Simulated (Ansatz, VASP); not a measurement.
# Cross-check of Al2O3 (Corundum) between VASP and Ansatz, part 3 of 3

Wanted: the spread between two codes on one cell, functional and k mesh. The cell is taken from a series of runs on this material, whose earlier steps may have relaxed, scaled, displaced or heated it; both programs get it as it stands.

VASP 6.6.1 and Ansatz 0.2.0.

So far: Set-up; VASP: zone-centre phonons, LDA.

### Step 3. Ansatz: zone-centre phonons, LDA

Level of this step: Ansatz beside VASP: Kohn-Sham DFT, plane waves, LDA (Ansatz).

Ansatz runs on its PAW soft_1 files.

The same cell, functional (in two slightly different forms) and mesh now go to Ansatz, which takes its cutoff from its data sets.

Contents of input.yaml:

```yaml
crystal:
  lattice:
    - [2.2856974108, 1.3196480154, 4.1377105559]
    - [-2.2856974108, 1.3196480154, 4.1377105559]
    - [0.0, -2.6392960308, 4.137710556]
  atoms:
    - { symbol: O, position: [0.5569951896, 0.9430048104, 0.25] }
    - { symbol: O, position: [0.25, 0.5569951896, 0.9430048104] }
    - { symbol: O, position: [0.9430048104, 0.25, 0.5569951896] }
    - { symbol: O, position: [0.4430048104, 0.0569951896, 0.75] }
    - { symbol: O, position: [0.75, 0.4430048104, 0.0569951896] }
    - { symbol: O, position: [0.0569951896, 0.75, 0.4430048104] }
    - { symbol: Al, position: [0.3517506117, 0.3517506117, 0.3517506117] }
    - { symbol: Al, position: [0.1482493883, 0.1482493883, 0.1482493883] }
    - { symbol: Al, position: [0.6482493883, 0.6482493883, 0.6482493883] }
    - { symbol: Al, position: [0.8517506117, 0.8517506117, 0.8517506117] }
kpoints:
  mp_grid: { grid: [6, 6, 6] }
hamiltonian:
  xc: lda
  pseudopotentials: { kind: paw, azcp: { folder: soft_1 }, xc_functional: pbe }
scf:
  occupations: { method: fixed }
output:
  eigenvalues: true
phonons:
  method: dfpt
  dielectric: true
  rigid_motions: translations
```

Command:

```console
ansatz run input.yaml --threads 8 --pin off --max-ram 20480MiB --backend cpu --events-out ev --progress --plain --runs-dir out
```

Numbers of over 12 decimals in the logs are rounded to 6 here.

The program printed:

```text
Engine: ansatz 0.2.0, aarch64-unknown-linux-gnu
Pseudopotentials: kind: paw
Pseudopotential: O, paw, valence charge 6, recommended cutoff 420 eV (normal), soft_1/O.paw.azcp
Pseudopotential: Al, paw, valence charge 3, recommended cutoff 420 eV (normal), soft_1/Al.paw.azcp
Functional definition: SPW92
  exchange = slater_x
  correlation = pw_c
Crystal: 10 atoms, lattice volume = 74.884 Å³
Basis set: ecut = 420 eV, 1477 PW (Γ), exchange–correlation on 72×72×72 points (8 copies of the dense FFT grid, shifted against one another)
Bands: 34, of which v1, the nominal top of the filled ones, is band 24 counted from 1 (23 counted from 0)
Symmetry: 12 space group operations
k-points: 112 of 216 (irreducible under 1 space group operation, time reversal used)
Non-local potential: O, projectors of the file, l = 0: 2, l = 1: 2, l = 2: 1
Non-local potential: Al, projectors of the file, l = 0: 2, l = 1: 2, l = 2: 1
PAW form: soft (Blöchl's): semilocal exchange-correlation on the pseudo side does not see the compensation charge
PAW frozen core: O, regenerated for the run's functional, and the local potential with it (the file was generated under x = pbe(κ = 0.804, μ = 0.219515), c = pbe(β = 0.066725))
PAW frozen core: Al, regenerated for the run's functional, and the local potential with it (the file was generated under x = pbe(κ = 0.804, μ = 0.219515), c = pbe(β = 0.066725))
PAW one-centre angular grid: O, 110 points (default); XC on 64 Gauss nodes
PAW one-centre angular grid: Al, 110 points (default); XC on 64 Gauss nodes
Initial density: superposition of atomic densities (chi_scale 0.1, normalization cell, long waves kept (reshape's long-wave potential 0.00 eV rms))
Initial wavefunctions: pseudopotential atomic-orbital guess
Functional: x = slater, c = lda
SCF iter   1: F=—  HF=-5403.569546 eV  |F-HF|=—  |Δ(HF+E_count)|=         —  Δρ=1.43e-1  dr2=1.31e1  ethr=3.10e-3  ⟨swp⟩=4.9  Hψ=14909  notcnv=0  defer=733
preconditioner: auto → none  [insulator: Δε(μ)=8.936 eV  Ē_g=19.966 eV  n_scr=14 (ndim 8)  ℏωp=29.7 eV  f_vac=0.000  ε∞_Penn≈3.2]
SCF iter   2: F=—  HF=-5399.532641 eV  |F-HF|=—  |Δ(HF+E_count)|=    4.04e0  Δρ=6.36e-2  dr2=1.15e0  ethr=3.10e-3  ⟨swp⟩=3.5  Hψ=9357  notcnv=0  defer=854
SCF iter   3: F=—  HF=-5399.142679 eV  |F-HF|=—  |Δ(HF+E_count)|=   3.90e-1  Δρ=1.98e-2  dr2=1.34e-1  ethr=2.39e-3  ⟨swp⟩=2.4  Hψ=6546  notcnv=0  defer=819
SCF iter   4: F=—  HF=-5399.097285 eV  |F-HF|=—  |Δ(HF+E_count)|=   4.54e-2  Δρ=1.88e-3  dr2=1.31e-3  ethr=2.78e-4  ⟨swp⟩=2.0  Hψ=4127  notcnv=0  defer=863
SCF iter   5: F=—  HF=-5399.096921 eV  |F-HF|=—  |Δ(HF+E_count)|=   3.64e-4  Δρ=2.46e-4  dr2=1.01e-5  ethr=2.74e-6  ⟨swp⟩=2.4  Hψ=5834  notcnv=0  defer=889
SCF iter   6: F=—  HF=-5399.096923 eV  |F-HF|=—  |Δ(HF+E_count)|=   2.06e-6  Δρ=2.90e-5  dr2=2.52e-7  ethr=2.09e-8  ⟨swp⟩=2.5  Hψ=6326  notcnv=0  defer=617
SCF iter   7: F=—  HF=-5399.096925 eV  |F-HF|=—  |Δ(HF+E_count)|=   1.30e-6  Δρ=3.88e-6  dr2=5.63e-9  ethr=5.26e-10  ⟨swp⟩=2.9  Hψ=6142  notcnv=0  defer=515
SCF iter   8: F=-5399.096925 eV  HF=-5399.096925 eV  |F-HF|=2.00e-11  |Δ(HF+E_count)|=   2.26e-9  Δρ=2.34e-7  dr2=3.42e-11  ethr=1.00e-12  ⟨swp⟩=15.2  Hψ=30263  notcnv=0
SCF 1 converged in 8 iterations: F = -5399.096925 eV  dr2 = 3.42e-11
  greatest PAW one-centre occupation: 0.857 electrons in one spin orbital (limit 2), on the O atom at site 5 (counted from 0), in its partial waves of l = 0
NSCF: frozen V_eff on 6 k-points
DFPT response loops at Γ: preconditioner auto → none (the input reference at scf.mixing.eps_inf says where Resta's filter doesn't serve); β = 0.50; Broyden in place of MSR1
SCF converged after 8 iterations
Free energy (F): -5399.096925 eV
Harris-Foulkes:  -5399.096925 eV  (|F-HF|=2.00e-11)
Internal energy: -5399.096925 eV  (E = F + TS)
E sigma→0 (E₀):  -5399.096925 eV
Fermi energy:    9.143333 eV
--- Per-component energies (eV) ---
  E_band       = 114.042691
  E_kinetic    = 1162.175113
  E_local      = -1840.033766  (includes V_loc(G=0)·N_el)
  E_nonlocal   = 373.412338
  E_hartree    = 699.268321
  E_xc         = -591.104773
  E_vxc        = -685.535215  (∫ρ·V_xc dr)
  E_paw        = -2702.227359  (= ΣΔE_a)
  E_vpaw       = -294.517489  (= ΣTr[D̂ρ^β])
  E_aug_tail   = 0.004947  (compensation charges beyond the density's cutoff)
  E_ewald      = -2501.396142
  E_core_change = 0.804395  (= ΣΔE_core)
  E_smearing   = -0.000000  (= −TS)
  E_closure    = -0.000000  (closes the sum)
  Σ components = -5399.096925   (vs F -5399.096925, Δ=0.00e0)
--- Band table (eV; the first three rows and the last of 112) ---
  k-point 0: bands = [... 20 lower, 8.4394, 9.0162, 9.0162, 9.1433, 16.9119, 19.0222, 21.3298, 21.5697, ... 6 higher]
  k-point 1: bands = [... 20 lower, 8.2371, 8.6759, 8.9602, 9.0555, 17.5001, 19.5630, 20.7150, 21.0733, ... 6 higher]
  k-point 2: bands = [... 20 lower, 8.0710, 8.4182, 8.7749, 8.8667, 18.7124, 20.0512, 20.0620, 20.7205, ... 6 higher]
  k-point 111: bands = [... 20 lower, 8.5916, 8.5916, 8.5916, 8.5916, 18.9518, 18.9518, 21.0703, 21.0703, ... 6 higher]
--- Phonons (Γ-DFPT): 5 representative perturbations + reference, on 112 of 216 k-points (Σ response iterations 16) ---
  k mesh reduced under 1 symmetry operation, with k and −k counted as one. Each operation leaves every solved perturbation unchanged. A smaller set is not considered because the run solves the response to a homogeneous field
  ASR residual: 1.763e-4 → 0.000e0 eV/Å²; symmetrization residual: 9.115e-6 eV/Å²
  ASR residual per site (eV/Å²): 1.76e-4 1.65e-4 1.65e-4 1.76e-4 1.65e-4 1.65e-4 4.29e-5 4.29e-5 4.29e-5 4.29e-5
  Γ frequencies (cm⁻¹): 0.00 0.00 0.00 356.92 405.61 405.61 434.90 454.68 454.68 462.71 480.76 480.76 491.97 491.97 522.45 522.45 595.28 659.36 659.36 674.38 696.48 696.48 721.26 748.28 748.28 756.53 775.97 863.03 888.79 888.79
  ε∞ (high-frequency dielectric tensor):
        3.154289     0.000000    -0.000000
        0.000000     3.154289    -0.000000
        0.000000    -0.000000     3.107939
  ε⁰ (static dielectric tensor: ions relaxed, cell fixed):
        7.623562    -0.000000     0.000000
       -0.000000     7.623562     0.000000
        0.000000     0.000000     9.166245
  ε⁰ − ε∞ (ionic part):
        4.469273    -0.000000     0.000000
       -0.000000     4.469273     0.000000
        0.000000     0.000000     6.058306
  softest optical mode at Γ: 356.92 cm⁻¹; the repairs (sum rule, projections) moved no ω² at Γ by more than (2.77 cm⁻¹)²
  Born effective charges Z* (e; rows j = field, columns β = displacement):
    site 0:
        -2.03553    0.00000    0.00000
        -0.00000   -1.84122    0.23275
         0.00000    0.31441   -1.91287
    site 1:
        -1.88980    0.08414   -0.20157
         0.08414   -1.98695   -0.11638
        -0.27228   -0.15720   -1.91287
    site 2:
        -1.88980   -0.08414    0.20157
        -0.08414   -1.98695   -0.11638
         0.27228   -0.15720   -1.91287
    site 3:
        -2.03553    0.00000    0.00000
        -0.00000   -1.84122    0.23275
         0.00000    0.31441   -1.91287
    site 4:
        -1.88980    0.08414   -0.20157
         0.08414   -1.98695   -0.11638
        -0.27228   -0.15720   -1.91287
    site 5:
[...]
site 6:
[...]
site 7:
[...]
site 8:
[...]
site 9:
[...]
Z* charge neutrality: 5.841e-7 e pre-enforcement
  k-mesh period / interband length: 27.4 Å / 1.10 Å = 24.94 at k = (0.0000, 0.0000, 0.0000), direct gap 7.769 eV — 14 or more, which is no proof of convergence
  optical modes at Γ without the LO–TO term, one row a degenerate level:
      ω (cm⁻¹)  modes    IR ((D/Å)²/amu)
[...]
optical modes at Γ + LO–TO along q̂ = [1.0000, 0.0000, 0.0000]:
      ω (cm⁻¹)  modes    IR ((D/Å)²/amu)
[...]
optical modes at Γ + LO–TO along q̂ = [0.0000, 1.0000, 0.0000]:
      ω (cm⁻¹)  modes    IR ((D/Å)²/amu)
[...]
optical modes at Γ + LO–TO along q̂ = [0.0000, 0.0000, 1.0000]:
      ω (cm⁻¹)  modes    IR ((D/Å)²/amu)
[...]
674.38      1             0.0000
        696.48      2            63.0528
        748.28      2            28.7320
        756.53      1             0.0000
        775.97      1             0.0000
        863.03      1             0.0000
        888.79      2             0.0000
        982.09      1            56.6425
```

### Step 4. Side by side

Known differences besides the potentials themselves: the two LDA forms differ slightly; fixed occupations in Ansatz, narrow Gaussian smearing in VASP; the cutoff is 420 eV in Ansatz and 600 eV in VASP; VASP's log shows a relativistic correction to its local exchange, Ansatz's none. Total energies have different zeros and are not compared.

Compared:

| quantity | Ansatz | VASP | difference |
| --- | --- | --- | --- |
| ε∞ xx | 3.15 | 3.14 | +0.59 % |
| ε∞ yy | 3.15 | 3.14 | +0.59 % |
| ε∞ zz | 3.11 | 3.09 | +0.61 % |
| Born charge of O1 (mean of the diagonal) (e) | -1.93 | -1.91 | -0.01 |
| Born charge of Al7 (mean of the diagonal) (e) | 2.89 | 2.87 | +0.02 |
| optical mode 1 (cm⁻¹) | 356.9 | 360.3 | -0.95 % |
| optical mode 2 to 3 (cm⁻¹) | 405.6 | 407.8 | -0.55 % |
| optical mode 4 (cm⁻¹) | 434.9 | 438.0 | -0.70 % |
| optical mode 5 to 6 (cm⁻¹) | 454.7 | 458.2 | -0.77 % |
| optical mode 7 (cm⁻¹) | 462.7 | 464.5 | -0.39 % |
| optical mode 8 to 9 (cm⁻¹) | 480.8 | 483.0 | -0.46 % |
| optical mode 10 to 11 (cm⁻¹) | 492.0 | 495.7 | -0.76 % |
| optical mode 12 to 13 (cm⁻¹) | 522.5 | 528.4 | -1.13 % |
| optical mode 14 (cm⁻¹) | 595.3 | 600.0 | -0.78 % |
| optical mode 15 to 16 (cm⁻¹) | 659.4 | 664.9 | -0.83 % |
| optical mode 17 (cm⁻¹) | 674.4 | 677.1 | -0.40 % |
| optical mode 18 to 19 (cm⁻¹) | 696.5 | 705.0 | -1.20 % |
| optical mode 20 (cm⁻¹) | 721.3 | 732.8 | -1.58 % |
| optical mode 21 to 22 (cm⁻¹) | 748.3 | 759.2 | -1.44 % |
| optical mode 23 (cm⁻¹) | 756.5 | 764.9 | -1.10 % |
| optical mode 24 (cm⁻¹) | 776.0 | 781.7 | -0.74 % |
| optical mode 25 (cm⁻¹) | 863.0 | 872.1 | -1.04 % |
| optical mode 26 to 27 (cm⁻¹) | 888.8 | 899.9 | -1.23 % |

Modes are paired by rising frequency, not by their patterns, so a pair may set unlike modes beside each other; they are those without the splitting of longitudinal modes.

### Step 5. What came out

| Item | Value |
| --- | --- |
| r.m.s. difference of the optical zone-centre modes, each program's sorted by frequency (zone-centre phonons, LDA) | 6.7 cm⁻¹ |
| difference in optical mode 20 (zone-centre phonons, LDA) | -1.6 % |

In words: The r.m.s. difference of the optical zone-centre modes, each program's sorted by frequency is 6.7 cm⁻¹ (zone-centre phonons, LDA). Among the rows given in per cent, the largest difference of the zone-centre phonons, LDA pair is in optical mode 20, -1.6 %. Such differences can come from data sets, numerical settings and the points named under the comparisons, not from the functional's error against experiment.

[Lines on the potential files, build, host, timing and source positions are cut from VASP's logs without a mark.]

[Logs are printed without paths, hosts, clocks, repeated set-up lines and the standing remarks that a program may print on its own settings, such as how far it seeks lower states.]

[Hosts, paths, dates, database ids (printed as entryN), source tags and the programs' standing remarks are cut or masked in the printed files.]
